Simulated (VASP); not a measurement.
Given:

```
CELL_PARAMETERS angstrom
      0.00000     1.99749     1.99749
      1.99749     0.00000     1.99749
      1.99749     1.99749     0.00000
ATOMIC_POSITIONS crystal
  Li 0.00000 0.00000 0.00000
  F  0.50000 0.50000 0.50000
```

These are vdW-DF-cx, VASP's PBE PAW potentials (set 64) (plane waves; VASP) values and carry that method's errors. Settings: 520 eV cut-off, 11×11×11 Γ-centred mesh, Gaussian smearing of 0.050 eV, potentials Li_sv F.

Estimate the energy per atom (σ→0), pressure, band gap (on the k-mesh) with the smallest direct gap where there is one.

```json
{
 "band gap (on the k-mesh)": "9.48 eV",
 "smallest direct gap (on the k-mesh)": "9.48 eV",
 "energy per atom (σ→0)": "-3.424 eV/atom",
 "pressure": "2.43 GPa"
}
```

Only differences to runs with the same potentials and settings are physical.

The compound is LiF in the rock salt structure. This cell is one point of a volume scan, at 0.97 of the reference volume.
